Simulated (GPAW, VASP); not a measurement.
**ZnBi3: energy against volume and a worked fit**

Space group Pm-3m (No. 221). a = 4.873 Å, b = 4.873 Å, c = 4.873 Å, α = 90.00°, β = 90.00°, γ = 90.00°
```
atom  site  symmetry       x       y       z
  Bi    3c    4/mm.m  0.5000  0.5000  0.0000
  Zn    1a      m-3m  0.0000  0.0000  0.0000
```

The cell comes from a database or a generator and needn't be the stable form of this composition.

The cell was scaled at fixed shape and fractions and run with VASP, PBE PAW files Bi_d, Zn, 520 eV; PBE, k mesh 6 × 6 × 6 on the cell of 4 atoms, fermi-dirac occupations of 0.05 eV, no spin polarisation, no spin-orbit coupling. Energies are those that the program minimises, any entropy of the smearing included. For a metal such a mesh isn't converged to the digits shown.

```csv
V (Å³/atom),energy over the lowest row (meV/atom)
27.1957,17.699
27.7744,7.465
28.3530,1.730
28.9316,0.000
29.5103,1.822
30.0889,?
30.6675,14.596
```

Question: Fit the third-order Birch-Murnaghan form, give V0, B0 and B′, and predict the energy left open.

Answer: With y = (V0/V)^(2/3), E = E0 + (9 V0 B0/16) [(y - 1)³ B′ + (y - 1)² (6 - 4y)]. Least squares through the rows shown give V0 = 28.9130 Å³/atom, E0 = -0.003 meV, B0 = 49.32 GPa (1 eV/Å³ = 160.218 GPa) and B′ = 4.89, with a largest miss of 0.003 meV. At V = 30.0889 the form with these constants gives 6.804 meV; the run gave 6.803 meV an atom. Other set-ups at this level, from all their volumes (Å³/atom, GPa): GPAW, GPAW PAW data sets (gpaw-data 1.2.1): V0 28.855, B0 49.62.
